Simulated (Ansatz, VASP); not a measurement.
# Cross-check of HfFe2 (HfFe2 (Fd-3m)) between VASP and Ansatz, part 2 of 2

Wanted: the spread between two codes on one cell, functional and k mesh. The cell is taken from a series of runs on this material, whose earlier steps may have relaxed, scaled, displaced or heated it; both programs get it as it stands.

VASP 6.6.1 and Ansatz 0.2.0.

So far: The structure; Ansatz: relaxation of cell and atoms, r2SCAN.

### 3. VASP: relaxation of cell and atoms, r2SCAN

Level of this step: r2SCAN, spin-polarised from a ferrimagnetic start; plane waves and PAW (Hf_pv, Fe) (VASP).

The same cell, functional, mesh and smearing now go to VASP, with its own data sets.

Lines of VASP's logs that name or quote its potential files are left out, and so is its time.

INCAR reads:

```
SYSTEM = HfFe2
PREC = Accurate
ENCUT = 660
EDIFF = 1E-07
NELM = 200
ISMEAR = -1
SIGMA = 0.05
LREAL = .FALSE.
ALGO = Normal
METAGGA = R2SCAN
LASPH = .TRUE.
NBANDS = 41
ISPIN = 2
MAGMOM = -0.57 -0.57 2.47 2.47 2.47 2.47
LMAXMIX = 4
LORBIT = 11
LWAVE = .FALSE.
LCHARG = .FALSE.
ISIF = 3
IBRION = 2
NSW = 80
EDIFFG = -0.005
GGA_COMPAT = .FALSE.
NELMIN = 4
LMIXTAU = .TRUE.
KPAR = 2
```

POSCAR reads:

```
HfFe2
1.0
    0.0000000000      3.5094110000      3.5094110000
    3.5094110000      0.0000000000      3.5094110000
    3.5094110000      3.5094110000      0.0000000000
Hf Fe
2 4
Direct
    0.5000000000      0.5000000000      0.5000000000
    0.7500000712      0.7500000712      0.7500000712
    0.1250000356      0.1250000356      0.1250000356
    0.6249998931      0.1250000356      0.1250000356
    0.1250000356      0.6249998931      0.1250000356
    0.1250000356      0.1250000356      0.6249998931
```

KPOINTS reads:

```
Automatic mesh
0
Gamma
10 10 10
0 0 0
```

The projector-augmented-wave data sets are Hf_pv and Fe (PBE family, release 64).

Command:

```sh
$ mpirun -np 2 vasp_std
```

Numbers of over 12 decimals in the logs are rounded to 6 here.

The log of the run:

```text
[banner, memory and clock lines left out]
running    2 mpi-ranks, on    1 nodes
 distrk:  each k-point on    1 cores,    2 groups
 distr:  one band on    1 cores,    1 groups

 POSCAR found type information on POSCAR HfFe
 POSCAR found :  2 types and       6 ions
|                                                                             |
|               ----> ADVICE to this user running VASP <----                  |
|                                                                             |
|     You enforced a specific xc type in the INCAR file but a different       |
|     [... a line on the potential file left out ...]
|     I HOPE YOU KNOW WHAT YOU ARE DOING!                                     |
|                                                                             |

 LDA part: xc-table for (None), standard interpolation
 POSCAR, INCAR and KPOINTS ok, starting setup
 FFT: planning ... GRIDC
 FFT: planning ... GRID_SOFT
 FFT: planning ... GRID
 WAVECAR not read
 entering main loop
       N       E                     dE             d eps       ncg     rms          rms(c)
DAV:   1     0.406637464095E+03    0.40664E+03   -0.27289E+04  7708   0.181E+03
DAV:   2    -0.116713859360E+03   -0.52335E+03   -0.49761E+03  7708   0.441E+02
DAV:   3    -0.162800853794E+03   -0.46087E+02   -0.41083E+02  9123   0.141E+02
DAV:   4    -0.165252271152E+03   -0.24514E+01   -0.24106E+01 10533   0.306E+01
DAV:   5    -0.165317306654E+03   -0.65036E-01   -0.64898E-01  9990   0.461E+00    0.113E+02
DAV:   6    -0.172909964902E+03   -0.75927E+01   -0.13292E+02  9423   0.139E+02    0.530E+01
DAV:   7    -0.153563774341E+03    0.19346E+02   -0.14077E+02  9620   0.110E+02    0.558E+01
DAV:   8    -0.148143333147E+03    0.54204E+01   -0.96709E+00 10641   0.333E+01    0.231E+01
DAV:   9    -0.148934643977E+03   -0.79131E+00   -0.10907E+00 10179   0.680E+00    0.204E+01
DAV:  10    -0.149128178913E+03   -0.19353E+00   -0.11976E+00  8501   0.959E+00    0.779E+00
DAV:  11    -0.149287672942E+03   -0.15949E+00   -0.26640E-01 10894   0.416E+00    0.384E+00
DAV:  12    -0.149321860559E+03   -0.34188E-01   -0.12113E-01 11299   0.290E+00    0.154E+00
DAV:  13    -0.149324223246E+03   -0.23627E-02   -0.32047E-02 10211   0.139E+00    0.778E-01
DAV:  14    -0.149324463958E+03   -0.24071E-03   -0.65499E-03  9714   0.765E-01    0.639E-01
DAV:  15    -0.149324490317E+03   -0.26360E-04   -0.94542E-04 10304   0.296E-01    0.112E-01
DAV:  16    -0.149324488712E+03    0.16051E-05   -0.74794E-05  9837   0.774E-02    0.343E-02
DAV:  17    -0.149324498380E+03   -0.96680E-05   -0.36672E-05  9681   0.543E-02    0.293E-02
DAV:  18    -0.149324498721E+03   -0.34042E-06   -0.11175E-05 10328   0.349E-02    0.206E-02
DAV:  19    -0.149324499601E+03   -0.88021E-06   -0.19702E-06 10448   0.126E-02    0.136E-02
DAV:  20    -0.149324499854E+03   -0.25303E-06   -0.28582E-07  6821   0.478E-03    0.377E-03
DAV:  21    -0.149324499636E+03    0.21780E-06   -0.35113E-08  3991   0.175E-03    0.182E-03
DAV:  22    -0.149324499577E+03    0.59136E-07   -0.19492E-08  3971   0.124E-03
   1 F= -.14932450E+03 E0= -.14931226E+03  d E =-.149324E+03  mag=     7.3580
[...]
2 F= -.14932452E+03 E0= -.14931223E+03  d E =-.181857E-04  mag=     7.3522
[...]
3 F= -.14932452E+03 E0= -.14931225E+03  d E =-.244835E-04  mag=     7.3539
 curvature:  -0.20 expect dE=-0.440E-05 dE for cont linesearch -0.440E-05
 ZBRENT: interpolating
 opt :   0.4318  next Energy=  -149.324529 (dE=-0.292E-04)
 bond charge predicted
       N       E                     dE             d eps       ncg     rms          rms(c)
DAV:   1    -0.149324572495E+03   -0.48344E-04   -0.79864E-04  8469   0.281E-01    0.131E-01
DAV:   2    -0.149324627463E+03   -0.54969E-04   -0.55735E-04  9933   0.282E-01    0.161E-01
DAV:   3    -0.149324524491E+03    0.10297E-03   -0.23189E-04  9920   0.185E-01    0.213E-02
DAV:   4    -0.149324522176E+03    0.23150E-05   -0.12594E-05 10675   0.281E-02    0.817E-03
DAV:   5    -0.149324521293E+03    0.88314E-06   -0.74932E-07  9613   0.483E-03    0.516E-03
DAV:   6    -0.149324521208E+03    0.85050E-07   -0.93864E-08  4600   0.331E-03
   4 F= -.14932452E+03 E0= -.14931226E+03  d E =-.216308E-04  mag=     7.3555
 curvature:  -0.22 expect dE=-0.413E-07 dE for cont linesearch -0.413E-07
 trial: gam= 0.00000 g(F)=  0.364E-40 g(S)=  0.191E-06 ort =-0.325E-05 (trialstep = 0.886E+00)
 search vector abs. value=  0.191E-06
 reached required accuracy - stopping structural energy minimisation
```

From OUTCAR (step 3):

```text
ion  position               nearest neighbor table
   1  0.500  0.500  0.500-   5 2.91   6 2.91   4 2.91   6 2.91   4 2.91   5 2.91   3 2.91   3 2.91
                             3 2.91   4 2.91   5 2.91   6 2.91   2 3.04   2 3.04   2 3.04   2 3.04
   2  0.750  0.750  0.750-   4 2.91   5 2.91   6 2.91   3 2.91   3 2.91   3 2.91   4 2.91   4 2.91
                             6 2.91   5 2.91   5 2.91   6 2.91   1 3.04   1 3.04   1 3.04   1 3.04
   3  0.125  0.125  0.125-   4 2.48   5 2.48   6 2.48   6 2.48   5 2.48   4 2.48   1 2.91   1 2.91
                             1 2.91   2 2.91   2 2.91   2 2.91
   4  0.625  0.125  0.125-   3 2.48   5 2.48   6 2.48   3 2.48   6 2.48   5 2.48   2 2.91   1 2.91
                             1 2.91   1 2.91   2 2.91   2 2.91
   5  0.125  0.625  0.125-   3 2.48   4 2.48   6 2.48   6 2.48   3 2.48   4 2.48   2 2.91   1 2.91
                             1 2.91   1 2.91   2 2.91   2 2.91
   6  0.125  0.125  0.625-   3 2.48   4 2.48   5 2.48   3 2.48   5 2.48   4 2.48   2 2.91   1 2.91
                             1 2.91   1 2.91   2 2.91   2 2.91

  LATTYP: Found a face centered cubic cell.
 ALAT       =     7.0188220000

 Subroutine GETGRP returns: Found 48 space group operations
 (whereof 24 operations were pure point group operations)

The static configuration has the point symmetry T_d .
 The point group associated with its full space group is O_h .

 Found     47 irreducible k-points:

   k-points           NKPTS =     47   k-points in BZ     NKDIM =     47   number of bands    NBANDS=     41

   dimension x,y,z NGX =    42 NGY =   42 NGZ =   42
   dimension x,y,z NGXF=    84 NGYF=   84 NGZF=   84

   ENCUT  =  660.0 eV  48.51 Ry    6.96 a.u.  10.40 10.40 10.40*2*pi/ulx,y,z

   NELECT =      52.0000    total number of electrons

 k-points in reciprocal lattice and weights: Automatic mesh
   0.00000000  0.00000000  0.00000000       0.001
   0.10000000  0.00000000  0.00000000       0.008
   0.20000000  0.00000000  0.00000000       0.008
   0.30000000  0.00000000  0.00000000       0.008
   0.40000000  0.00000000  0.00000000       0.008
   0.50000000  0.00000000  0.00000000       0.004
   0.10000000  0.10000000  0.00000000       0.006
   0.20000000  0.10000000  0.00000000       0.024
   0.30000000  0.10000000  0.00000000       0.024
[...]
-0.30000000  0.40000000  0.20000000       0.024
  -0.30000000  0.50000000  0.20000000       0.012

 average (electrostatic) potential at core
       1 -42.1110       2 -42.1110       3 -48.7632       4 -48.7632       5 -48.7632
       6 -48.7632

 E-fermi :   5.6448

 spin component 1
 k-point     1 :       0.0000    0.0000    0.0000
  band No.  band energies     occupation
    ...
     28       5.0103      1.00000
     29       5.0103      1.00000
     30       5.3044      0.99890
     31       5.3044      0.99890
     32       5.3044      0.99890
     33       6.7801      0.00000
     34       7.1851      0.00000
     35       7.1851      0.00000
     36       7.1851      0.00000
     37      11.1369      0.00000
    ...

 k-point     2 :       0.1000    0.0000    0.0000
  band No.  band energies     occupation
    ...
     28       4.9548      1.00000
     29       5.0103      1.00000
     30       5.1059      0.99998
     31       5.5921      0.74143
     32       5.5921      0.74142
     33       6.1050      0.00010
     34       7.1452      0.00000
     35       7.1452      0.00000
     36       7.8859      0.00000
     37      11.0706      0.00000
    ...

 k-point     3 :       0.2000    0.0000    0.0000
  band No.  band energies     occupation
    ...
     26       4.1764      1.00000
     27       4.4366      1.00000
     28       5.0102      1.00000
     29       5.3335      0.99803
     30       5.3335      0.99803
     31       5.6548      0.44976
     32       5.9502      0.00222
     33       5.9502      0.00222
     34       7.0415      0.00000
     35       7.0415      0.00000
    ...

 k-point     4 :       0.3000    0.0000    0.0000
  band No.  band energies     occupation
    ...
     24       3.5067      1.00000
     25       3.5365      1.00000
     26       3.9266      1.00000
     27       3.9266      1.00000
     28       5.0102      1.00000
     29       5.7058      0.22777
     30       5.8437      0.01837
     31       5.8437      0.01837
     32       6.2029      0.00001
     33       6.2029      0.00001
    ...

 k-point     5 :       0.4000    0.0000    0.0000
  band No.  band energies     occupation
    ...
     24       3.5080      1.00000
     25       3.5080      1.00000
     26       3.7976      1.00000
     27       3.7976      1.00000
     28       5.0101      1.00000
     29       6.0570      0.00026
     30       6.2335      0.00001
     31       6.2335      0.00001
     32       6.3391      0.00000
     33       6.3391      0.00000
    ...

 k-point     6 :       0.5000    0.0000    0.0000
  band No.  band energies     occupation
    ...
     24       3.5066      1.00000
     25       3.5066      1.00000
     26       3.7626      1.00000
     27       3.7626      1.00000
     28       5.0101      1.00000
     29       6.2845      0.00000
     30       6.2845      0.00000
     31       6.3778      0.00000
     32       6.4628      0.00000
     33       6.4628      0.00000
    ...

  Total        0.0028165      0.0028165      0.0028165      0.0000000     -0.0000000      0.0000000
  in kB        0.0522284      0.0522284      0.0522284      0.0000000     -0.0000000      0.0000000
  external PRESSURE =       0.0522284 kB  Pullay stress =       0.0000000 kB

  energy-cutoff  :      660.00
  volume of cell :       86.40
      direct lattice vectors                 reciprocal lattice vectors
    -0.000000000  3.508827742  3.508827742    -0.142497733  0.142497733  0.142497733
     3.508827742  0.000000000  3.508827742     0.142497733 -0.142497733  0.142497733
     3.508827742  3.508827742  0.000000000     0.142497733  0.142497733 -0.142497733

 POSITION                                       TOTAL-FORCE (eV/Angst)
 -----------------------------------------------------------------------------------
      3.50883      3.50883      3.50883        -0.000000     -0.000000     -0.000000
      5.26324      5.26324      5.26324         0.000000      0.000000      0.000000
      0.87721      0.87721      0.87721         0.000000      0.000000     -0.000000
      0.87721      2.63162      2.63162         0.000000      0.000000      0.000000
      2.63162      0.87721      2.63162        -0.000000     -0.000000      0.000000
      2.63162      2.63162      0.87721        -0.000000      0.000000     -0.000000
 -----------------------------------------------------------------------------------
    total drift:                                0.000066      0.000066      0.000098

  FREE ENERGIE OF THE ION-ELECTRON SYSTEM (eV)
  ---------------------------------------------------
  free  energy   TOTEN  =      -149.3245212077 eV

  energy  without entropy=     -149.2999933571  energy(sigma->0) =     -149.31225728

 reached required accuracy - stopping structural energy minimisation

 total charge
# of ion       s       p       d       tot
------------------------------------------
    1        0.399   6.524   1.513   8.435
    2        0.399   6.524   1.513   8.435
    3        0.518   0.586   6.163   7.267
    4        0.518   0.586   6.163   7.267
    5        0.518   0.586   6.163   7.267
    6        0.518   0.586   6.163   7.267
--------------------------------------------------
tot          2.869  15.391  27.677  45.938

 magnetization (x)
# of ion       s       p       d       tot
------------------------------------------
    1       -0.018  -0.206  -0.538  -0.761
    2       -0.018  -0.206  -0.538  -0.761
    3        0.008  -0.078   2.461   2.391
    4        0.008  -0.078   2.461   2.391
    5        0.008  -0.078   2.461   2.391
    6        0.008  -0.078   2.461   2.391
--------------------------------------------------
tot         -0.001  -0.723   8.767   8.043

[... 6 further parts left out ...]
```

The magnetic state follows from one typed start and may not be the lowest. SCAN-type functionals tend to overstate the moments of itinerant magnets. Harder data sets than Hf_pv exist (the GW ones), and pressures, volumes and forces can shift noticeably with them.

### 4. Comparison

Known differences besides the potentials themselves: VASP starts from the moments at which Ansatz ended; VASP keeps PBE cores, Ansatz makes them for the functional; the data sets hold 116 valence electrons in Ansatz (on its PAW soft_1 files) and 52 in VASP; the cutoff is 500 eV in Ansatz and 660 eV in VASP; Ansatz adds a Pulay correction to the stress that steers its cell, VASP none; site moments are counted in spheres of each program's own size. Total energies have different zeros and are not compared.

Both answers:

| quantity | Ansatz | VASP | difference |
| --- | --- | --- | --- |
| volume (Å³) | 86.95 | 86.40 | +0.63 % |
| edge a after relaxation, in the typed setting (Å) | 4.973 | 4.962 | +0.21 % |
| total moment (μB) | 7.41 | 7.36 | +0.06 |
| moment on Fe4 (μB) | 2.46 | 2.39 | +0.07 |
| moment on Fe3 (μB) | 2.46 | 2.39 | +0.07 |
| moment on Fe6 (μB) | 2.46 | 2.39 | +0.07 |
| moment on Fe5 (μB) | 2.46 | 2.39 | +0.07 |
| moment on Hf1 (μB) | -0.57 | -0.76 | +0.19 |
| moment on Hf2 (μB) | -0.57 | -0.76 | +0.19 |

### 5. Outcome

| Quantity | Value |
| --- | --- |
| difference in volume (relaxation of cell and atoms, r2SCAN) | 0.63 % |

The difference in volume is 0.63 % (relaxation of cell and atoms, r2SCAN), within the 1.2 % picked in this series as the mark of a large difference, as far as the stopping tolerances let one tell. The data sets hold unlike numbers of valence electrons (116 in Ansatz and 52 in VASP), so part of the differences comes from the potentials. How closely two codes agree says nothing of how well the functional describes the real material.

[Lines on the potential files, build, host, timing and source positions are cut from VASP's logs without a mark.]

[Logs are printed without paths, hosts, clocks, repeated set-up lines and the standing remarks that a program may print on its own settings, such as how far it seeks lower states.]

[Hosts, paths, dates, database ids (printed as entryN), source tags and the programs' standing remarks are cut or masked in the printed files.]
